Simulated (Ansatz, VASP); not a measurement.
# Two plane-wave programs on IrF

```
Ir F
1.0
     0.00000    2.30361    2.30361
     2.30361    0.00000    2.30361
     2.30361    2.30361    0.00000
Ir F
1 1
Cartesian
  0.0000 0.0000 0.0000
  1.1518 1.1518 1.1518
```

Change from the starting cell: species swapped into the AgO type (F-43m, No. 216).

Alike in both runs: task single point; functional PBE; k mesh 6 × 6 × 6; occupations gaussian, width 0.1 eV; collinear spin.

|  | VASP | Ansatz |
| --- | --- | --- |
| version | VASP 6.6.1 | Ansatz 0.2.0 |
| potentials or method | VASP PAW PBE potentials, release 64 (Ir, F) | scalar-relativistic, plane waves, PAW |
| plane-wave cutoff (eV) | 520 | 420 |
| valence electrons in the cell | 16 | 24 |

Ansatz gave:

```
gap on the k mesh at the Fermi level (eV)                     : none
net moment per atom (μB)                                      : 1.00
size of the moment on the site where the two differ most (μB) : 1.24
```

Q: Estimate VASP's values.

A: gap on the k mesh at the Fermi level (eV): none; net moment per atom (μB): 1.00; size of the moment on the site where the two differ most (μB): 1.76.

Site moments also hang on the region over which each program counts them. A gap of «none» marks a metal or a gap that the smearing closes. The two sets of potentials don't hold the same shells in valence.

Caveats: the k mesh is coarse (spacing up to 0.39 Å⁻¹), so the values aren't converged. The runs have no spin-orbit coupling, so splittings on Ir are missing.
